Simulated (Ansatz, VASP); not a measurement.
## One calculation of WAu, two programs

Contents of INCAR:

```
SYSTEM = WAu
  ALGO = Normal
  EDIFF = 1E-6
  EDIFFG = -0.01
  ENCUT = 600
  GGA = RE
  IBRION = 2
  ISIF = 3
  ISMEAR = -1
  LASPH = .True.
  LCHARG = .False.
  LREAL = .False.
  LWAVE = .False.
  NELM = 100
  NSW = 40
  PREC = Accurate
  SIGMA = 0.05
```

File KPOINTS:

```
k-points
0
Gamma
  8 8 8
  0 0 0
```

The input POSCAR:

```
WAu
1.0
    0.0000000000      2.7479792600      2.7479792600
    2.7479792600      0.0000000000      2.7479792600
    2.7479792600      2.7479792600      0.0000000000
W Au
1 1
Direct
    0.0000000000      0.0000000000      0.0000000000
    0.7500000000      0.7500000000      0.7500000000
```

input.yaml

```yaml
crystal:
  lattice:
    - [0.0, 2.74797926, 2.74797926]
    - [2.74797926, 0.0, 2.74797926]
    - [2.74797926, 2.74797926, 0.0]
  atoms:
    - { symbol: W, position: [0.0, 0.0, 0.0] }
    - { symbol: Au, position: [0.75, 0.75, 0.75] }
hamiltonian:
  xc: revpbe
  pseudopotentials: { kind: paw }
kpoints:
  mp_grid: { grid: [8, 8, 8] }
scf:
  occupations: { method: fermi_dirac, width: 0.05 }
output:
  forces: true
  stress: true
  eigenvalues: true
relax:
  f_tol: 0.01
  max_steps: 40
  cell: { stress_tol: 0.05 }
```

The cell was built by a generator and needn't be a form met in nature.

Alike in both runs: task relaxation of cell and atoms; functional revPBE; k mesh 8 × 8 × 8; occupations fermi-dirac, width 0.05 eV; no spin polarisation.

|  | VASP | Ansatz |
| --- | --- | --- |
| version | VASP 6.6.1 | Ansatz 0.2.0 |
| potentials or method | VASP PAW PBE potentials, release 64 (W_sv, Au) | Ansatz PAW |
| plane-wave cutoff (eV) | 600 | 420 |
| valence electrons in the cell | 25 | 33 |

|  | VASP | Ansatz | Ansatz less VASP |
| --- | --- | --- | --- |
| gap on the k mesh at the Fermi level, each at its own relaxed structure (eV) | none | none | - |
| relaxed volume (Å³/atom) | 24.96 | 24.95 | -0.009 |
| relaxed cell length with the largest relative difference (Å) | 4.133 | 4.132 | -0.0005 |
| energy change over the relaxation (meV/atom) | -385 | -381 | +4.0 |

A gap of «none» marks a metal or a gap that the smearing closes. The two sets of potentials don't hold the same shells in valence.

Caveats: the volume moved by over 15 % at a fixed basis, so the end points are rough; the PAW data sets were made with another functional, which shifts forces and pressure a little (VASP); the plane-wave basis is chosen anew once the cell has moved, so the energies of steps on either side of that aren't comparable (Ansatz); the PAW data sets come from PBE, with cores solved anew for the run's functional, which leaves a small shift of forces and pressure (Ansatz). Spin-orbit coupling is left out, which matters for the levels of Au, W.
